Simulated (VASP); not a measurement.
Ta: relaxation of cell and atoms with PBE

Crystal: Ta.

```
Ta
1.0
    -1.65965    1.65965    1.65965
     1.65965   -1.65965    1.65965
     1.65965    1.65965   -1.65965
Ta
1
Direct
  0.00000 0.00000 0.00000
```

| Item | Value |
| --- | --- |
| Program | VASP 6.6.1 |
| Task | relaxation of cell and atoms |
| Functional | PBE |
| Potentials or basis | VASP PAW PBE potentials, release 64 (Ta_pv) |
| Cutoff | 520 eV |
| k mesh | 18 × 18 × 18 |
| Occupations | gaussian, width 0.1 eV |
| Spin | collinear spin, ferromagnetic start |
| Starting moments | [1] μB |
| Further INCAR settings | ALGO = Normal; EDIFF = 1e-07; IBRION = 2; EDIFFG = -0.002; NSW = 80; ISIF = 3 |

```json
{"Pressure after relaxing": "0.0 GPa", "Band gap on the k mesh": "none (metal or under the smearing width)", "Net moment": "0.00 μB per cell", "Valence electrons inside the program's atomic spheres": "Ta 8.91"}
```

Final structure:
```
Ta
1.0
    -1.65965    1.65965    1.65965
     1.65965   -1.65965    1.65965
     1.65965    1.65965   -1.65965
Ta
1
Direct
  0.00000 0.00000 0.00000
```

Levels at points of the mesh, in eV from the Fermi level:
Spin up:
```csv
k point,band 1,band 2,band 3,band 4,band 5,band 6,band 7,band 8,band 9,band 10
"(0.00, 0.00, 0.00)",-33.14,-33.14,-33.14,-7.87,0.72,0.72,0.72,3.94,3.94,14.93
"(0.50, 0.00, 0.00)",-34.26,-33.50,-33.15,-4.32,-1.51,1.51,3.82,4.83,7.64,11.48
"(0.50, 0.50, 0.50)",-33.92,-33.92,-33.92,-3.72,-3.72,6.70,6.70,6.70,8.51,8.51
```
Spin down:
```csv
k point,band 3,band 4,band 5,band 6,band 7,band 8
"(0.00, 0.00, 0.00)",-33.14,-7.87,0.72,0.72,0.72,3.94
"(0.50, 0.00, 0.00)",-33.15,-4.32,-1.51,1.51,3.82,4.83
"(0.50, 0.50, 0.50)",-33.92,-3.72,-3.72,6.70,6.70,6.70
```

It took 30 s on 1 thread of Intel(R) Xeon(R) Platinum 8488C (Sapphire Rapids), with other jobs on the host, peak memory 0.19 GiB.

Caveat: the relaxation stopped at its first step, so nothing moved. The run has no spin-orbit coupling, so splittings on Ta are missing.
